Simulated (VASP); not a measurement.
VASP ran on this input.

**KPOINTS**
```
K-points
0
gamma
10 10 10
0 0 0
```

POSCAR:
```
MgS
1
    0.0000000000     2.3387264797     2.3387264797
    2.3387264797     0.0000000000     2.3387264797
    2.3387264797     2.3387264797     0.0000000000
Mg S
1 1
Direct
  0.0000000000   0.0000000000   1.0000000000
  0.5000000000   0.5000000000   0.5000000000
```

### INCAR
```
! general
SYSTEM =MgS
PREC   =Accurate
ENCUT  =500
LREAL  =F
LASPH  =T

! electronic loop
EDIFF  =1E-6
NELM   =100
ALGO   =Normal

! smearing
ISMEAR =0
SIGMA  =0.05

! functional
GGA    =PS

! ions
IBRION =2
NSW    =40
ISIF   =3
EDIFFG =-0.02
PSTRESS=450

! output
LWAVE  =F
LCHARG =F
```

POTCAR, in this order: Mg S (PBE.64 set). Program: vasp_std.

Question: Translate this PBEsol calculation to Ansatz.

Answer: One equivalent input (not run):
Ansatz 0.2 input:
```yaml
crystal:
  lattice:
    - [0.0000000, 2.3387265, 2.3387265]
    - [2.3387265, 0.0000000, 2.3387265]
    - [2.3387265, 2.3387265, 0.0000000]
  atoms:
    - { symbol: Mg, position: [0.0000000, 0.0000000, 1.0000000] }
    - { symbol: S, position: [0.5000000, 0.5000000, 0.5000000] }
kpoints:
  mp_grid: { grid: [10, 10, 10] }
hamiltonian:
  xc: pbesol
  pseudopotentials: { kind: paw }
scf:
  occupations: { method: gaussian, width: 0.05 }
  max_iter: 100
relax:
  max_steps: 40
  f_tol: 0.02
  cell: { p_target: 45 }
output: { forces: true, stress: true, eigenvalues: true }
```
The two are equivalent in intent, not identical: each code has its own PAW files, so the cut-off isn't converted (ENCUT is set for VASP's; basis.ecutwfc is left out, and Ansatz then takes the one that its files recommend); Ansatz stops its SCF on the density residual and VASP on the energy change (EDIFF).

The structure was generated: MgS was put into the rock salt type (Fm-3m), which need not be its known phase. It was relaxed first under an external pressure of 45 GPa.
